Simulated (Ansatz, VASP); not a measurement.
# Cross-check of PtSe2 (Sudovikovite) between VASP and Ansatz, part 2 of 2

Wanted: the spread between two codes on one cell, functional and k mesh. The cell is taken from a series of runs on this material, whose earlier steps may have relaxed, scaled, displaced or heated it; both programs get it as it stands.

VASP 6.6.1 and Ansatz 0.2.0.

So far: The structure; VASP: zone-centre phonons, PBEsol.

## 3. Ansatz: zone-centre phonons, PBEsol

Level of this step: Ansatz beside VASP: Kohn-Sham DFT, plane waves, PBEsol (Ansatz).

Ansatz runs on its default PAW (the set named soft_2) files.

The same cell, functional, mesh and smearing now go to Ansatz, which takes its cutoff from its data sets.

Contents of input.yaml:

```yaml
crystal:
  lattice:
    - [3.7600703199, 0.0, 0.0]
    - [-1.88003516, 3.2563164171, 0.0]
    - [0.0, 0.0, 4.8625932657]
  atoms:
    - { symbol: Pt, position: [0.0, 0.0, 0.0] }
    - { symbol: Se, position: [0.3333333333, 0.6666666667, 0.2608267519] }
    - { symbol: Se, position: [0.6666666667, 0.3333333333, 0.7391732481] }
kpoints:
  mp_grid: { grid: [15, 15, 8] }
hamiltonian:
  xc: pbesol
scf:
  occupations: { method: methfessel_paxton, width: 0.2 }
output:
  eigenvalues: true
phonons:
  method: dfpt
```

Run with:

```bash
ansatz run input.yaml --threads 4 --pin off --max-ram 16384MiB --backend cpu --events-out ev --progress --plain --runs-dir out
```

Numbers of over 12 decimals in the logs are rounded to 6 here.

The program printed:

```text
Engine: ansatz 0.2.0, aarch64-unknown-linux-gnu
Pseudopotentials: kind: paw
Pseudopotential: Pt, paw, valence charge 18, recommended cutoff 420 eV (normal), Pt.paw.azcp
Pseudopotential: Se, paw, valence charge 16, recommended cutoff 420 eV (normal), Se.paw.azcp
Functional definition: PBEsol
  exchange = pbesol_x
  correlation = pbesol_c
Crystal: 3 atoms, lattice volume = 59.537 Å³
Basis set: ecut = 420 eV, 1169 PW (Γ), exchange–correlation on 54×54×72 points (8 copies of the dense FFT grid, shifted against one another)
Bands: 30, of which v1, the nominal top of the filled ones, is band 25 counted from 1 (24 counted from 0)
Symmetry: 12 space group operations
k-points: 488 of 1800 (irreducible under 2 space group operations, time reversal used)
Non-local potential: Pt, projectors of the file, l = 0: 3, l = 1: 2, l = 2: 2, l = 3: 1
Non-local potential: Se, projectors of the file, l = 0: 2, l = 1: 2, l = 2: 3, l = 3: 1
PAW form: soft (Blöchl's): semilocal exchange-correlation on the pseudo side does not see the compensation charge
PAW frozen core: Pt, regenerated for the run's functional, and the local potential with it (the file was generated under x = pbe(κ = 0.804, μ = 0.219515), c = pbe(β = 0.066725))
PAW frozen core: Se, regenerated for the run's functional, and the local potential with it (the file was generated under x = pbe(κ = 0.804, μ = 0.219515), c = pbe(β = 0.066725))
PAW one-centre angular grid: Pt, 590 points (default); XC on 64 Gauss nodes
PAW one-centre angular grid: Se, 590 points (default); XC on 64 Gauss nodes
Initial density: superposition of atomic densities (neutral atoms: chi_scale 0, normalization atom), corrected by the library's trained network
Initial wavefunctions: pseudopotential atomic-orbital guess
Functional: x = pbesol(κ = 0.804, μ = 0.123457), c = pbesol(β = 0.046)
SCF iter   1: F=—  HF=-23233.469727 eV  |F-HF|=—  |Δ(HF+E_count)|=         —  Δρ=3.68e-3  dr2=8.38e-3  ethr=1.77e-3  ⟨swp⟩=5.1  Hψ=54783  notcnv=0
preconditioner: auto → LDOS  [metal: Δε(μ)=0.019 eV  Ē_g=10.076 eV  σ=0.200 eV  W_gap=0.08  n_scr=22 (ndim 8)  ℏωp=22.6 eV  f_vac=0.025  D(μ)=0.69/eV (n_scr^D=2)  β→1.0]
SCF iter   2: F=—  HF=-23233.471058 eV  |F-HF|=—  |Δ(HF+E_count)|=   1.33e-3  S|Δr|=    0.00e0  Δρ=2.63e-3  dr2=4.65e-3  ethr=1.68e-5  ⟨swp⟩=2.0  Hψ=30272  notcnv=0
SCF iter   3: F=—  HF=-23233.469156 eV  |F-HF|=—  |Δ(HF+E_count)|=   1.90e-3  S|Δr|=    0.00e0  Δρ=3.20e-4  dr2=6.22e-5  ethr=9.29e-6  ⟨swp⟩=2.0  Hψ=26204  notcnv=0
SCF iter   4: F=—  HF=-23233.469155 eV  |F-HF|=—  |Δ(HF+E_count)|=   9.44e-7  S|Δr|=    0.00e0  Δρ=1.03e-4  dr2=1.46e-5  ethr=1.24e-7  ⟨swp⟩=2.8  Hψ=27247  notcnv=0
SCF iter   5: F=—  HF=-23233.469153 eV  |F-HF|=—  |Δ(HF+E_count)|=   1.50e-6  S|Δr|=    0.00e0  Δρ=2.03e-5  dr2=1.44e-7  ethr=2.91e-8  ⟨swp⟩=2.0  Hψ=18859  notcnv=0
SCF iter   6: F=—  HF=-23233.469154 eV  |F-HF|=—  |Δ(HF+E_count)|=   2.97e-7  S|Δr|=    0.00e0  Δρ=4.04e-6  dr2=7.17e-9  ethr=2.88e-10  ⟨swp⟩=2.9  Hψ=26042  notcnv=0
SCF iter   7: F=—  HF=-23233.469154 eV  |F-HF|=—  |Δ(HF+E_count)|=   5.01e-9  S|Δr|=    0.00e0  Δρ=1.17e-6  dr2=9.06e-10  ethr=1.43e-11  ⟨swp⟩=2.0  Hψ=24752  notcnv=0
SCF iter   8: F=—  HF=-23233.469154 eV  |F-HF|=—  |Δ(HF+E_count)|=  1.24e-10  S|Δr|=    0.00e0  Δρ=2.34e-7  dr2=1.22e-11  ethr=1.81e-12  ⟨swp⟩=2.0  Hψ=24738  notcnv=0
SCF iter   9: F=-23233.469154 eV  HF=-23233.469154 eV  |F-HF|=3.64e-12  |Δ(HF+E_count)|=  2.91e-11  S|Δr|=    0.00e0  Δρ=2.19e-8  dr2=1.26e-13  ethr=1.00e-12  ⟨swp⟩=6.0  Hψ=61401  notcnv=0
SCF 1 converged in 9 iterations: F = -23233.469154 eV  dr2 = 1.26e-13
  greatest PAW one-centre occupation: 1.000 electrons in one spin orbital (limit 2), on the Pt atom at site 0 (counted from 0), in its partial waves of l = 0
DFPT response loops at Γ: preconditioner auto → Kerker (q_TF=auto, 2.650 Å⁻¹) (partly filled bands, converged f_vac=0.020); β = 1.00, the filter's whole step (`scf.mixing.beta` (0.50) is not read by the response loops under this deck's `scf.mixing.preconditioner`; to damp them name `kerker` or `kerker_dos`, under which they read `scf.mixing.beta`, and type it under 1.00, their step now; both keys bind the ground state too); Broyden in place of MSR1
SCF converged after 9 iterations
Stability not checked: this state was not tested for a lower state beside it, because cold or Methfessel-Paxton smearing, or corrected tetrahedra, fill the levels in a way that the test cannot read (fill_not_monotonic; see scf.lower_state_search)
Free energy (F): -23233.469154 eV
Harris-Foulkes:  -23233.469154 eV  (|F-HF|=3.64e-12)
Internal energy: -23233.470262 eV  (E = F + TS)
E sigma→0 (E₀):  -23233.469431 eV
Entropy (-TS):   0.001108 eV (0.369 meV/atom)
Fermi energy:    13.478782 eV
--- Per-component energies (eV) ---
  E_band       = -947.271115
  E_kinetic    = 874.613444
  E_local      = -6545.242985  (includes V_loc(G=0)·N_el)
  E_nonlocal   = -980.514608
  E_hartree    = 3030.972844
  E_xc         = -467.332812
  E_vxc        = -499.098126  (∫ρ·V_xc dr)
  E_paw        = -13053.771345  (= ΣΔE_a)
  E_vpaw       = 141.026504  (= ΣTr[D̂ρ^β])
  E_aug_tail   = -0.001031  (compensation charges beyond the density's cutoff)
  E_ewald      = -6094.497651
  E_core_change = 2.303882  (= ΣΔE_core)
  E_smearing   = 0.001108  (= −TS)
  E_closure    = 0.000000  (closes the sum)
  Σ components = -23233.469154   (vs F -23233.469154, Δ=0.00e0)
--- Band table (eV; the first three rows and the last of 488) ---
  k-point 0: bands = [... 21 lower, 11.0047, 12.4591, 12.4591, 14.2194, 14.6771, 14.6771, 16.7543, 17.5433, ... 1 higher]
  k-point 1: bands = [... 21 lower, 10.9935, 12.3464, 12.3464, 13.7576, 14.8502, 14.8502, 16.9204, 17.9837, ... 1 higher]
  k-point 2: bands = [... 21 lower, 10.9387, 12.1108, 12.1108, 12.8458, 15.2510, 15.2510, 17.3874, 18.8339, ... 1 higher]
  k-point 487: bands = [... 21 lower, 10.1599, 10.3987, 10.9555, 12.1786, 14.2041, 14.7214, 18.1471, 20.3982, ... 1 higher]
--- Phonons (Γ-DFPT): 4 representative perturbations + reference, on 488 of 1800 k-points (Σ response iterations 13) ---
  k mesh reduced under 2 symmetry operations, with k and −k counted as one. Each operation leaves every solved perturbation unchanged. A smaller set is not used because it would not reduce the number of displacements times k-points to solve
  ASR residual: 8.024e-5 → 0.000e0 eV/Å²; symmetrization residual: 4.445e-5 eV/Å²
  ASR residual per site (eV/Å²): 8.02e-5 2.57e-5 2.57e-5
  Γ frequencies (cm⁻¹): 0.00 0.00 0.00 163.53 163.53 202.04 213.34 213.34 217.97
  non-analytic LO–TO correction: not included (Born effective charges unavailable; polar crystals: no LO–TO splitting at Γ)
```

## 4. Differences

Known differences besides the potentials themselves: the data sets hold 50 valence electrons in Ansatz (on its default PAW (the set named soft_2) files) and 22 in VASP; the cutoff is 420 eV in Ansatz and 500 eV in VASP; Ansatz makes its cores anew for this functional, VASP keeps those of its PBE data sets. Total energies have different zeros and are not compared.

Both answers:

```
                  quantity  Ansatz   VASP  difference
optical mode 1 to 2 (cm⁻¹)   163.5  163.8     -0.18 %
     optical mode 3 (cm⁻¹)   202.0  202.6     -0.26 %
optical mode 4 to 5 (cm⁻¹)   213.3  214.3     -0.44 %
     optical mode 6 (cm⁻¹)   218.0  218.5     -0.23 %
```

Modes are paired by rising frequency, not by their patterns, so a pair may set unlike modes beside each other; they are those without the splitting of longitudinal modes.

## 5. Summary of results

```yaml
r_m_s_difference_of_the_optical_zone_centre_modes_each_program_s_sorted_by_frequency_zone_centre_phonons_pbesol: 0.64 cm⁻¹
```

**Reading.** The r.m.s. difference of the optical zone-centre modes, each program's sorted by frequency is 0.64 cm⁻¹ (zone-centre phonons, PBEsol). The data sets hold unlike numbers of valence electrons (50 in Ansatz and 22 in VASP), so part of the differences comes from the potentials. How closely two codes agree says nothing of how well the functional describes the real material.

[Lines on the potential files, build, host, timing and source positions are cut from VASP's logs without a mark.]

[Logs are printed without paths, hosts, clocks, repeated set-up lines and the standing remarks that a program may print on its own settings, such as how far it seeks lower states.]

[Hosts, paths, dates, database ids (printed as entryN), source tags and the programs' standing remarks are cut or masked in the printed files.]
